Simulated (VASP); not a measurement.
Wanted: the native input for a VASP 6.6.1 run.

- Task: single point
- Functional: PBEsol
- Potentials or basis: VASP PAW PBE potentials, release 64 (V_sv, Al, N)
- Cutoff: 450 eV
- k mesh: 3 × 3 × 2
- Occupations: gaussian, width 0.03 eV
- Spin: collinear spin, ferromagnetic start
- Hubbard terms: V d U = 3 eV
- Dq: 0
- Further INCAR settings: LREAL = Auto; ALGO = Normal; EDIFF = 1e-05; ISYM = 0

The structure of Al15VN16 (a cell with a defect) lies in POSCAR:

```
Al15VN16                                
1.0
    6.2200008610      0.0000000000      0.0000000000
   -3.1100004305      5.3866787572      0.0000000000
    0.0000000000      0.0000000000      9.9600000000
  V               Al              N             
     1    15    16
Direct
     0.3338982224337023    0.1657199780316213    0.9961504604491827
     0.3329620360698401    0.1656782039020506    0.5005995376638491
     0.3331072088679518    0.6652716664083597    0.0014780991403112
     0.3337573123125954    0.6661444379349750    0.5001860309355352
     0.8339146930169062    0.1661975719387200    0.0015522668694536
     0.8324972072091702    0.1650459164761850    0.5003864861052107
     0.8342186429137392    0.6654673327805403    0.0015214795760157
     0.8324941780767866    0.6662771014818740    0.5004553744140030
     0.1667474634229534    0.3328659179980760    0.2521239264197896
     0.1648500506185751    0.3332836014031728    0.7485621556060083
     0.1667542641821198    0.8322825352132868    0.2520479719516473
     0.1650461933439867    0.8293513010792856    0.7484929620616197
     0.6672620651452418    0.3329705791302772    0.2520419945233155
     0.6690227740933452    0.3335349591740812    0.7485620113154140
     0.6670024712879069    0.8328144319606767    0.2504583283809205
     0.6661805532152715    0.8320496714978728    0.7508489722123382
     0.3336051762085656    0.1659354143215092    0.1985429907134115
     0.3329167330166131    0.1653949158557007    0.6932526502607210
     0.3332150617652042    0.6657411884278098    0.1920466047385012
     0.3343576769612559    0.6659602842476265    0.6902644521351688
     0.8338921056393692    0.1665161735624411    0.1920592294655728
     0.8321091817628197    0.1638495991958474    0.6904289257892120
     0.8338920605257468    0.6659126084393531    0.1920844504466797
     0.8322267962612403    0.6663075899758559    0.6904749453758584
     0.1659803420483672    0.3326848210795483    0.4429189537771305
     0.1605270488510902    0.3386085831746095    0.9382263690523739
     0.1658472236037377    0.8317666871026720    0.4428499844047899
     0.1606274034235799    0.8193391296568083    0.9382360189704680
     0.6669888327202608    0.3329063606513479    0.4428863615651332
     0.6801998735868300    0.3390229734943134    0.9382777510085398
     0.6663829706759794    0.8325632542604083    0.4407227220803595
     0.6670931767392428    0.8322742101430838    0.9423785325914898
```

One way to write it, as run:

INCAR

```
PREC = Accurate
ENCUT = 450
EDIFF = 1E-5
ISMEAR = 0
SIGMA = 0.03
LREAL = Auto
LASPH = T
NELM = 120
ALGO = Normal
ISIF = 2
LWAVE = F
LCHARG = F
ISPIN = 2
MAGMOM = 0.01 0 0 0 0 0 0 0 0 0 0 0 0 0 0 0 0 0 0 0 0 0 0 0 0 0 0 0 0 0 0 0
LORBIT = 11
LMAXMIX = 4
LDAU = T
LDAUTYPE = 2
LDAUL = 2 -1 -1
LDAUU = 3 0 0
LDAUJ = 0 0 0
LDAUPRINT = 1
GGA = PS
ISYM = 0
KPAR = 4
```

KPOINTS

```
regular mesh
0
Gamma
  3 3 2
```

Potentials or basis: VASP PAW PBE potentials, release 64 (V_sv, Al, N).

Launch:

```console
$ cat potpaw_PBE.64/V_sv/POTCAR potpaw_PBE.64/Al/POTCAR potpaw_PBE.64/N/POTCAR > POTCAR
$ mpirun -np 4 vasp_std > vasp.out
```

It gave:

| Item | Value |
| --- | --- |
| Largest force | 0.039 eV/Å |
| Band gap on the k mesh | 2.03 eV, direct |
| Net moment | 0.00 μB per cell |
| Valence electrons inside the program's atomic spheres | V 11.66; Al 0.81, 0.82; N 3.82, 3.83, 3.84, 3.85 |

Caveat: the PAW data sets were made with another functional, which shifts forces and pressure a little.

It took 4.9 min on 4 MPI ranks on Intel(R) Xeon(R) Platinum 8488C (Sapphire Rapids) (shared host), peak memory 0.69 GiB a rank.
